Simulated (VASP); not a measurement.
```
CELL_PARAMETERS angstrom
     -1.65237     1.65237     1.65237
      1.65237    -1.65237     1.65237
      1.65237     1.65237    -1.65237
ATOMIC_POSITIONS crystal
  Nb 0.00000 0.00000 0.00000
```

Method: r2SCAN meta-GGA, VASP's PBE PAW potentials (set 64) (plane waves; VASP 6.6.1). Settings: 520 eV cut-off, 17×17×17 Γ-centred mesh, tetrahedra with Blöchl corrections, potentials Nb_sv.

**Question.** Estimate the energy per atom (σ→0), band gap (over mesh and band path) with the smallest direct gap where there is one.

**Answer.** 
```
Property                                                              Result
----------------------------------  ----------------------------------------
band gap (over mesh and band path)  none (metal, semimetal or under 0.01 eV)
energy per atom (σ→0)                                        -24.844 eV/atom
```

Only differences to runs with the same potentials and settings are physical.

The compound is Nb in the bcc structure. It was relaxed first.
